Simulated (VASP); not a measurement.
Given:

```yaml
crystal:
  lattice:
    - [1.78670, -3.09466, 0.00000]
    - [1.78670, 3.09466, 0.00000]
    - [0.00000, 0.00000, 6.13965]
  atoms:
    - { symbol: Pt, position: [0.00000, 0.00000, 0.00000] }
    - { symbol: S, position: [0.33333, 0.66667, 0.19959] }
    - { symbol: S, position: [0.66667, 0.33333, 0.80041] }
```

Calculation: PBE GGA, VASP's PBE PAW potentials (set 64) (plane waves; VASP). Settings: 480 eV cut-off, 8×8×4 Γ-centred mesh, Gaussian smearing of 0.050 eV, potentials Pt S.

Without a dispersion term in the relaxation, distances and binding between the weakly bound layers, chains or molecules are unreliable, and so is what depends on them.

Each relaxation starts from this cell; other phases were not tried.

The cell is relaxed at 30 GPa. What happens?

The volume per atom goes from 22.63 to 14.03 Å³ (-38.0 %), and the cell becomes a = 3.477 Å, b = 3.477 Å, c = 4.020 Å, α = 90.00°, β = 90.00°, γ = 120.00°, space group P-3m1.

Failed runs are left out, and for metals the shear rows, which the mesh's noise covers.

The compound is PtS2 in the 1T layered structure.
